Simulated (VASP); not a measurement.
Consider the following.

```
AlFe
1.0
    2.89694     0.00000     0.00000
    0.00000     2.89694     0.00000
    0.00000     0.00000     2.89694
Al Fe
1 1
Direct
  0.50000   0.50000   0.50000
  0.00000   0.00000   0.00000
```

Method: PW91 GGA, VASP's PBE PAW potentials (set 64) (plane waves; VASP). Run with 520 eV cut-off, 13×13×13 Γ-centred mesh, first-order Methfessel-Paxton smearing of 0.10 eV, potentials Al Fe.

### Question
Predict the energy per atom (σ→0), pressure, band gap (on the k-mesh) with the smallest direct gap where there is one.

### Answer

```
Quantity                                                     Value
------------------------  ----------------------------------------
band gap (on the k-mesh)  none (metal, semimetal or under 0.01 eV)
energy per atom (σ→0)                               -6.269 eV/atom
pressure                                                 -4.96 GPa
```

Total energies compare only between runs with the same potentials, cut-off and functional.

The compound is FeAl in the CsCl type structure. This cell is one point of a volume scan, at 1.03 of the reference volume. The run is not spin-polarised, so no magnetic state was tried. The electron count is odd and the run is not spin-polarised, which forces a metal.
